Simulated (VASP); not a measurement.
# Sn3P2 (R-3m) in VASP: notebook

The runs below take Sn3P2 through equation of state, with PBE.

Everything below comes from runs of VASP 6.6.1. Logs are shortened: lines on timing, memory, paths and dates and some standing lists are left out, and cuts for length are marked.

## (1) Starting point

Symmetry: R-3m, No. 166, trigonal system. Conventional cell: a = 4.053 Å, b = 4.053 Å, c = 25.746 Å, α = 90.00°, β = 90.00°, γ = 120.00°. Around Sn (site symmetry 3m) lie 3 P at 2.72 Å. Around Sn (site symmetry -3m) lie 6 P at 2.90 Å. P (site symmetry 3m) is surrounded by 6 Sn at 2.72 to 2.90 Å.

The cell was built by a generator and needn't be a form met in nature.

## (2) Equation of state, PBE, 24.42 Å³/atom

Input file INCAR:

```
PREC = Accurate
ENCUT = 520
EDIFF = 1E-6
ISMEAR = 0
SIGMA = 0.1
LREAL = False
LASPH = True
NELM = 100
ALGO = Normal
ISIF = 4
LWAVE = False
LCHARG = False
GGA = PE
IBRION = 2
NSW = 30
EDIFFG = -0.02
KPAR = 4
```

Input file KPOINTS:

```
regular mesh
0
Gamma
  8 8 8
```

Input file POSCAR:

```
Sn3P2
1.0
    2.0266330000      1.1700770000      8.5821000000
   -2.0266330000      1.1700770000      8.5821000000
    0.0000000000     -2.3401540000      8.5821000000
Sn P
3 2
Direct
    0.2128750000      0.2128750000      0.2128750000
    0.7871250000      0.7871250000      0.7871250000
    0.0000000000      0.0000000000      0.0000000000
    0.6002230000      0.6002230000      0.6002230000
    0.3997770000      0.3997770000      0.3997770000
```

Potentials or basis: VASP PAW PBE potentials, release 64 (Sn_d, P).

Command:

```bash
$ cat potpaw_PBE.64/Sn_d/POTCAR potpaw_PBE.64/P/POTCAR > POTCAR
$ mpirun -np 4 vasp_std > vasp.out
```

OUTCAR:

```text
PREC = Accurate
   ENCUT = 520
   EDIFF = 1E-6
   ISMEAR = 0
   LREAL = False
   LASPH = True
   NELM = 100
   ISIF = 4
   GGA = PE
   IBRION = 2
   NSW = 30
   EDIFFG = -0.02

 ion  position               nearest neighbor table
   1  0.213  0.213  0.213-   4 2.72   4 2.72   4 2.72   2 3.34   2 3.34   2 3.34
   2  0.787  0.787  0.787-   5 2.72   5 2.72   5 2.72   1 3.34   1 3.34   1 3.34
   3  0.000  0.000  0.000-   4 2.90   5 2.90   4 2.90   4 2.90   5 2.90   5 2.90
   4  0.600  0.600  0.600-   1 2.72   1 2.72   1 2.72   3 2.90   3 2.90   3 2.90
   5  0.400  0.400  0.400-   2 2.72   2 2.72   2 2.72   3 2.90   3 2.90   3 2.90

  LATTYP: Found a trigonal (rhomboedric) cell.
 ALAT       =     8.8954348917
 COS(alpha) =     0.8961884094

  Lattice vectors:

 A1 = (   2.0266330000,   1.1700770000,   8.5821000000)
 A2 = (  -2.0266330000,   1.1700770000,   8.5821000000)
 A3 = (   0.0000000000,  -2.3401540000,   8.5821000000)

Analysis of symmetry for initial positions (statically):
=====================================================================
 Subroutine PRICEL returns:
 Original cell was already a primitive cell.

 Routine SETGRP: Setting up the symmetry group for a
 trigonal (rhombohedral) supercell.

 Subroutine GETGRP returns: Found 12 space group operations
 (whereof 12 operations were pure point group operations)
 out of a pool of 12 trial point group operations.

The static configuration has the point symmetry D_3d.

Analysis of symmetry for dynamics (positions and initial velocities):
=====================================================================
 Subroutine PRICEL returns:
 Original cell was already a primitive cell.

 Routine SETGRP: Setting up the symmetry group for a
 trigonal (rhombohedral) supercell.

 Subroutine GETGRP returns: Found 12 space group operations
 (whereof 12 operations were pure point group operations)
 out of a pool of 12 trial point group operations.

The dynamic configuration has the point symmetry D_3d.

 Subroutine INISYM returns: Found 12 space group operations
 (whereof 12 operations are pure point group operations),
 and found     1 'primitive' translations

----------------------------------------------------------------------------------------

                                     Primitive cell

  volume of cell :     122.1053

  direct lattice vectors                    reciprocal lattice vectors
     2.026633000  1.170077000  8.582100000     0.246714625  0.142440768  0.038840532
[... 93 lines left out ...]
   LREAL  =      F    real-space projection
   EDIFFG = -.2E-01   stopping-criterion for IOM
   NSW    =     30    number of steps for IOM
   IBRION =      2    ionic relax: 0-MD 1-quasi-New 2-CG
   NFREE  =      1    steps in history (QN), initial steepest desc. (CG)
   ISIF   =      4    stress and relaxation
   ISYM   =      2    0-nonsym 1-usesym 2-fastsym
   POTIM  = 0.5000    time-step for ionic-motion
   TEBEG  =    0.0;   TEEND  =   0.0 temperature during run
   PSTRESS=    0.0 pullay stress
   NELECT =      52.0000    total number of electrons
   NUPDOWN=      -1.0000    fix difference up-down
   EMIN   =  10.00;   EMAX   =-10.00  energy-range for DOS
   EFERMI =   0.00;   METHOD = LEGACY
   ISMEAR =     0;   SIGMA  =   0.10  broadening in eV -4-tet -1-fermi 0-gaus
   EFERMI_NEDOS =   21; number of points for ismear=-14 and -15
   IALGO  =     38    algorithm
   IMIX   =      4    mixing-type and parameters
     AMIX     =   0.40;   BMIX     =  1.00
     AMIX_MAG =   1.60;   BMIX_MAG =  1.00
  volume/ion in A,a.u.               =      24.42       164.80
  Fermi-wavevector in a.u.,A,eV,Ry     =   1.231680  2.327537 20.640516  1.517035
  Thomas-Fermi vector in A             =   2.366480
   LORBIT       =      0    0 simple, 1 ext, 2 COOP (PROOUT), +10 PAW based schemes
   GGA     = PE    functional components
   LHFCALC =     F    Hartree Fock is set to
   AEXX    =    0.0000 exact exchange contribution
   IVDW    =     0    specifies the selected vdW correction
   LEPSILON=     F    determine dielectric tensor
   LRPA    =     F    only Hartree local field effects (RPA)
 conjugate gradient relaxation of ions
 non-spin polarized calculation
 Gauss-broadening in eV      SIGMA  =   0.10
  energy-cutoff  :      520.00
  volume of cell :      122.11
 maximum number of plane-waves:      3315
 NGX is ok and might be reduce to    70
   NGX = 33   NGY = 33   NGZ = 33

 number of electron      52.0000004 magnetization

 Free energy of the ion-electron system (eV)
  ---------------------------------------------------
  ext. energy  EPLUGINS =         0.00000000
  ---------------------------------------------------
  free energy    TOTEN  =       -22.45917999 eV

  energy without entropy =      -22.45508144  energy(sigma->0) =      -22.45713072

 E-fermi :   7.3695     XC(G=0): -10.0567

 val. band max:        7.3546830951   @ k =  -0.2500   0.2500   0.1250
 cond. band min:       7.4666505728   @ k =   0.3750   0.2500   0.2500
 fundamental gap:      0.1119674776
 Fermi energy:         7.3694950329

 k-point     1 :       0.0000    0.0000    0.0000
  band No.  band energies     occupation
      1     -14.3254      2.00000
      2     -14.3254      2.00000
      3     -14.3136      2.00000
      4     -14.3136      2.00000
      5     -14.3134      2.00000
      6     -14.3038      2.00000
[... 805 lines left out ...]
     30      10.2162      0.00000
     31      10.2937      0.00000

 [... further k-points ...]
[... 5 lines left out ...]
  --------------------------------------------------------------------------------------
  -------------------------------------------------------------------------------------
  Total       -0.0227112     -0.0227112     -0.0005411      0.0000000      0.0000000     -0.0000000
  in kB       -0.2980006     -0.2980005     -0.0070995      0.0000000      0.0000000     -0.0000000
  external PRESSURE =      -0.2010335 kB  Pullay stress =       0.0000000 kB

 VOLUME and BASIS-vectors are now :
 -----------------------------------------------------------------------------
  energy-cutoff  :      520.00
  volume of cell :      122.11
      direct lattice vectors                 reciprocal lattice vectors
     2.026633000  1.170077000  8.582100000     0.246714625  0.142440768  0.038840532
    -2.026633000  1.170077000  8.582100000    -0.246714625  0.142440768  0.038840532
     0.000000000 -2.340154000  8.582100000     0.000000000 -0.284881536  0.038840532

 POSITION                                       TOTAL-FORCE (eV/Angst)
 -----------------------------------------------------------------------------------
      0.00000      0.00000      5.48074         0.000000      0.000000     -0.001767
      0.00000      0.00000     20.26556         0.000000     -0.000000      0.001767
      0.00000      0.00000      0.00000         0.000000      0.000000     -0.000000
      0.00000      0.00000     15.45352         0.000000      0.000000     -0.003998
      0.00000      0.00000     10.29278         0.000000     -0.000000      0.003998
 -----------------------------------------------------------------------------------
    total drift:                               -0.000000     -0.000000      0.000000

  FREE ENERGIE OF THE ION-ELECTRON SYSTEM (eV)
  ---------------------------------------------------
  free  energy   TOTEN  =       -22.4591799877 eV

  energy  without entropy=      -22.4550814443  energy(sigma->0) =      -22.45713072

 reached required accuracy - stopping structural energy minimisation
```

CONTCAR:

```text
Sn3P2
   1.00000000000000
     2.0266329999999999    1.1700770000000000    8.5821000000000005
    -2.0266329999999999    1.1700770000000000    8.5821000000000005
     0.0000000000000000   -2.3401540000000001    8.5821000000000005
  Sn              P
     3     2
Direct
     0.2128749999999968    0.2128749999999968    0.2128749999999968
     0.7871250000000032    0.7871250000000032    0.7871250000000032
     0.0000000000000000    0.0000000000000000    0.0000000000000000
     0.6002229999999997    0.6002229999999997    0.6002229999999997
     0.3997770000000003    0.3997770000000003    0.3997770000000003

  0.00000000E+00  0.00000000E+00  0.00000000E+00
  0.00000000E+00  0.00000000E+00  0.00000000E+00
  0.00000000E+00  0.00000000E+00  0.00000000E+00
  0.00000000E+00  0.00000000E+00  0.00000000E+00
  0.00000000E+00  0.00000000E+00  0.00000000E+00
```

Wall time 2.6 min (4 MPI ranks of Intel Xeon 6975P-C (Granite Rapids), shared host); peak memory 0.76 GiB.

Results:

```yaml
Free_energy: -22.4592 eV
Pressure: 0.0 GPa
Largest_force: 0.004 eV/Å
Band_gap_on_the_k_mesh: none (metal or under the smearing width)
```

## (3) Equation of state, PBE, 23.69 Å³/atom (volume scaled by 0.97)

INCAR is that of step 2.

KPOINTS is that of step 2.

Changes to POSCAR since step 2:

```diff
@@ -2,5 +2,5 @@
 1.0
-    2.0266330000      1.1700770000      8.5821000000
-   -2.0266330000      1.1700770000      8.5821000000
-    0.0000000000     -2.3401540000      8.5821000000
+    2.0061605599      1.1582572323      8.4954061940
+   -2.0061605599      1.1582572323      8.4954061940
+    0.0000000000     -2.3165144646      8.4954061940
 Sn P
```

Potentials or basis: VASP PAW PBE potentials, release 64 (Sn_d, P).

Command:

```bash
$ cat potpaw_PBE.64/Sn_d/POTCAR potpaw_PBE.64/P/POTCAR > POTCAR
$ mpirun -np 4 vasp_std > vasp.out
```

Run time: 8.7 min. Hardware: 4 MPI ranks of Intel Xeon 6975P-C (Granite Rapids), shared host; peak memory 0.89 GiB.

The run converged. Its results:

* Free energy: -22.4401 eV
* Pressure: 1.6 GPa
* Largest force: 0.011 eV/Å
* Band gap on the k mesh: none (metal or under the smearing width)

## (4) Equation of state, PBE, 25.15 Å³/atom (volume scaled by 1.03)

INCAR is that of step 3.

KPOINTS is that of step 3.

Changes to POSCAR since step 3:

```diff
@@ -2,5 +2,5 @@
 1.0
-    2.0061605599      1.1582572323      8.4954061940
-   -2.0061605599      1.1582572323      8.4954061940
-    0.0000000000     -2.3165144646      8.4954061940
+    2.0466999783      1.1816626743      8.6670768136
+   -2.0466999783      1.1816626743      8.6670768136
+    0.0000000000     -2.3633253485      8.6670768136
 Sn P
```

Command:

```bash
$ cat potpaw_PBE.64/Sn_d/POTCAR potpaw_PBE.64/P/POTCAR > POTCAR
$ mpirun -np 4 vasp_std > vasp.out
```

Wall time 9.8 min (4 MPI ranks of Intel Xeon 6975P-C (Granite Rapids), shared host); peak memory 0.9 GiB.

It converged, with:

```yaml
Free_energy: -22.4448 eV
Pressure: -1.3 GPa
Largest_force: 0.009 eV/Å
Band_gap_on_the_k_mesh: none (metal or under the smearing width)
```

## (5) Equation of state, PBE, 22.96 Å³/atom (volume scaled by 0.94)

INCAR is that of step 4.

KPOINTS is that of step 4.

Changes to POSCAR since step 4:

```diff
@@ -2,5 +2,5 @@
 1.0
-    2.0466999783      1.1816626743      8.6670768136
-   -2.0466999783      1.1816626743      8.6670768136
-    0.0000000000     -2.3633253485      8.6670768136
+    1.9852615343      1.1461911753      8.4069059436
+   -1.9852615343      1.1461911753      8.4069059436
+    0.0000000000     -2.2923823507      8.4069059436
 Sn P
```

Command:

```bash
$ cat potpaw_PBE.64/Sn_d/POTCAR potpaw_PBE.64/P/POTCAR > POTCAR
$ mpirun -np 4 vasp_std > vasp.out
```

Run time: 9.3 min. Hardware: 4 MPI ranks of Intel Xeon 6975P-C (Granite Rapids), shared host; peak memory 0.88 GiB.

Results (log left out):

| Property | Result |
| --- | --- |
| Free energy | -22.3797 eV |
| Pressure | 3.6 GPa |
| Largest force | 0.019 eV/Å |
| Band gap on the k mesh | none (metal or under the smearing width) |

## (6) Equation of state, PBE, 25.89 Å³/atom (volume scaled by 1.06)

INCAR is that of step 5.

KPOINTS is that of step 5.

Changes to POSCAR since step 5:

```diff
@@ -2,5 +2,5 @@
 1.0
-    1.9852615343      1.1461911753      8.4069059436
-   -1.9852615343      1.1461911753      8.4069059436
-    0.0000000000     -2.2923823507      8.4069059436
+    2.0663809931      1.1930255124      8.7504192033
+   -2.0663809931      1.1930255124      8.7504192033
+    0.0000000000     -2.3860510248      8.7504192033
 Sn P
```

Potentials or basis: VASP PAW PBE potentials, release 64 (Sn_d, P).

Command:

```bash
$ cat potpaw_PBE.64/Sn_d/POTCAR potpaw_PBE.64/P/POTCAR > POTCAR
$ mpirun -np 4 vasp_std > vasp.out
```

Wall time 13 min (4 MPI ranks of Intel Xeon 6975P-C (Granite Rapids), shared host); peak memory 0.85 GiB.

The run converged. Its results:

| Item | Value |
| --- | --- |
| Free energy | -22.4050 eV |
| Pressure | -2.3 GPa |
| Largest force | 0.014 eV/Å |
| Band gap on the k mesh | none (metal or under the smearing width) |

## (7) Equation of state, PBE, 22.22 Å³/atom (volume scaled by 0.91)

INCAR is that of step 6.

KPOINTS is that of step 6.

Changes to POSCAR since step 6:

```diff
@@ -2,5 +2,5 @@
 1.0
-    2.0663809931      1.1930255124      8.7504192033
-   -2.0663809931      1.1930255124      8.7504192033
-    0.0000000000     -2.3860510248      8.7504192033
+    1.9639129815      1.1338655838      8.3165020990
+   -1.9639129815      1.1338655838      8.3165020990
+    0.0000000000     -2.2677311675      8.3165020990
 Sn P
```

Command:

```bash
$ cat potpaw_PBE.64/Sn_d/POTCAR potpaw_PBE.64/P/POTCAR > POTCAR
$ mpirun -np 4 vasp_std > vasp.out
```

Run time: 6.6 min. Hardware: 4 MPI ranks of Intel Xeon 6975P-C (Granite Rapids), shared host; peak memory 0.74 GiB.

The run converged. Its results:

```yaml
Free_energy: -22.2705 eV
Pressure: 5.9 GPa
Largest_force: 0.008 eV/Å
Band_gap_on_the_k_mesh: none (metal or under the smearing width)
```

## (8) Equation of state, PBE, 26.62 Å³/atom (volume scaled by 1.09)

INCAR is that of step 7.

KPOINTS is that of step 7.

Changes to POSCAR since step 7:

```diff
@@ -2,5 +2,5 @@
 1.0
-    1.9639129815      1.1338655838      8.3165020990
-   -1.9639129815      1.1338655838      8.3165020990
-    0.0000000000     -2.2677311675      8.3165020990
+    2.0856940845      1.2041759299      8.8322035624
+   -2.0856940845      1.2041759299      8.8322035624
+    0.0000000000     -2.4083518597      8.8322035624
 Sn P
```

Command:

```bash
$ cat potpaw_PBE.64/Sn_d/POTCAR potpaw_PBE.64/P/POTCAR > POTCAR
$ mpirun -np 4 vasp_std > vasp.out
```

Wall time 17 min (4 MPI ranks of Intel Xeon 6975P-C (Granite Rapids), shared host); peak memory 0.87 GiB.

The run converged. Its results:

* Free energy: -22.3479 eV
* Pressure: -2.9 GPa
* Largest force: 0.004 eV/Å
* Band gap on the k mesh: none (metal or under the smearing width)
